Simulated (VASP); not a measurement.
Calculation: PBE GGA, VASP's PBE PAW potentials (set 64) (plane waves; VASP 6.6.1).

The input files of a VASP run:

### INCAR
```
! general
SYSTEM  = CdSe
PREC    = Normal
ENCUT   = 500
LREAL   = .False.
LASPH   = .True.
NBANDS  = 64

! electronic loop
EDIFF   = 1E-8
NELM    = 1
ALGO    = Exact

! smearing
ISMEAR  = 0
SIGMA   = 0.01

! functional
GGA     = PE

! output
LWAVE   = .True.
LCHARG  = .False.

! other
LOPTICS = .True.
```

**POSCAR**
```
CdSe
1
    0.0000000000     3.0250000000     3.0250000000
    3.0250000000     0.0000000000     3.0250000000
    3.0250000000     3.0250000000     0.0000000000
Cd Se
1 1
Direct
  0.0000000000   0.0000000000   0.0000000000
  0.2500000000   0.2500000000   0.2500000000
```

**KPOINTS**
```
Automatic mesh
0
Gamma
4 4 4
0 0 0
```

POTCAR, in this order: Cd_sv_GW Se_GW (PBE.64 set). Program: vasp_std. Read from the step before: WAVECAR.

Output of the run:

OSZICAR:
```
       N       E                     dE             d eps       ncg     rms          rms(c)
DIA:   1    -0.546375552033E+01   -0.54638E+01    0.00000E+00     0   0.000E+00
   1 F= -.54637555E+01 E0= -.54637555E+01  d E =0.000000E+00
 imaginary and real dielectric function
```

File OUTCAR:
```


 plasma frequency squared (from intraband transitions) (eV^2)
  --------------------------------------------------------------------------------------
       0.000       0.000       0.000
       0.000       0.000       0.000
       0.000       0.000       0.000

 plasma frequency squared (from interband transitions, int dw w eps(2)(w)) (eV^2)
  --------------------------------------------------------------------------------------
     502.915       0.000       0.000       0.000      -0.000      -0.000
       0.000      -0.000     502.915       0.000       0.000      -0.000
      -0.000       0.000       0.000       0.000     502.915       0.000
```
(Selected blocks of OUTCAR.)

### OUTCAR
```
 val. band max:        2.4812127149   @ k =   0.0000   0.0000   0.0000

 cond. band min:       3.0979213619   @ k =   0.0000   0.0000   0.0000



 k-point     1 :       0.0000    0.0000    0.0000
  band No.  band energies     occupation
      1     -99.2283      2.00000
      2     -60.2982      2.00000
      3     -60.2982      2.00000
      4     -60.2982      2.00000
      5     -10.1955      2.00000
      6      -5.5329      2.00000
      7      -5.5329      2.00000
      8      -5.5329      2.00000
      9      -5.1433      2.00000
     10      -5.1433      2.00000
     11       2.4812      2.00000
     12       2.4812      2.00000
     13       2.4812      2.00000
     14       3.0979      0.00000
     15       8.4032      0.00000
     16       8.4032      0.00000
     17       8.4032      0.00000
     18      12.3177      0.00000
     19      13.6054      0.00000
     20      13.6054      0.00000
     21      14.5455      0.00000
     22      14.5455      0.00000
     23      14.5455      0.00000
     24      16.8124      0.00000
     25      25.9064      0.00000
     26      25.9064      0.00000
     27      25.9064      0.00000
     28      26.3464      0.00000
     29      26.3464      0.00000
     30      26.3464      0.00000
     31      27.0943      0.00000
     32      27.0943      0.00000
     33      27.0943      0.00000
     34      28.8892      0.00000
     35      28.8892      0.00000
     36      33.8434      0.00000
     37      35.4085      0.00000
     38      35.8721      0.00000
     39      35.8721      0.00000
     40      35.8721      0.00000
     41      37.4554      0.00000
     42      37.4554      0.00000
     43      38.8154      0.00000
     44      38.8154      0.00000
     45      38.8154      0.00000
     46      38.9493      0.00000
     47      38.9493      0.00000
     48      38.9493      0.00000
     49      41.0995      0.00000
     50      41.0995      0.00000
     51      41.0995      0.00000
     52      41.3437      0.00000
...
```

The density is held fixed in this step, so its total energy and stress have no physical meaning.

The compound is CdSe in the zinc blende structure, whereas wurtzite is the usual form. The cell was not relaxed at this level. The k-mesh is coarse (spacing up to 0.45 per Å, 2π included), so the numbers may not be converged in it.
